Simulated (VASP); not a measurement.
SnP (space group P-3m1): computed properties

Computed with PBEsol GGA, VASP's PBE PAW potentials (set 64) (plane waves; VASP).

* **space group**: P-3m1 (164)
* **cell**: a = b = 4.113 Å, c = 6.773 Å, α = β = 90.00°, γ = 120.00°
* **volume per atom**: 24.81 Å^3/atom
* **band gap (over mesh and band path)**: none (metal, semimetal or under 0.01 eV)
* **band gap with spin-orbit coupling**: none (metallic)
* **density**: 5.01 g/cm³

Space group P-3m1 (No. 164); a = 4.113 Å, b = 4.113 Å, c = 6.773 Å, α = 90.00°, β = 90.00°, γ = 120.00°

| atom | site | symmetry | x | y | z |
|---|---|---|---|---|---|
| Sn | 2d | 3m. | 0.6667 | 0.3333 | 0.3362 |
| P | 2c | 3m. | 0.0000 | 0.0000 | 0.1607 |

Unless said otherwise, spin-orbit coupling is left out, though it shifts the bands of the heavy elements here.

The structure comes from a computed database's SnP entry (P-3m1); how it stands against other phases isn't given here. It was relaxed first. Symmetry was kept, so distortions that lower it aren't found.
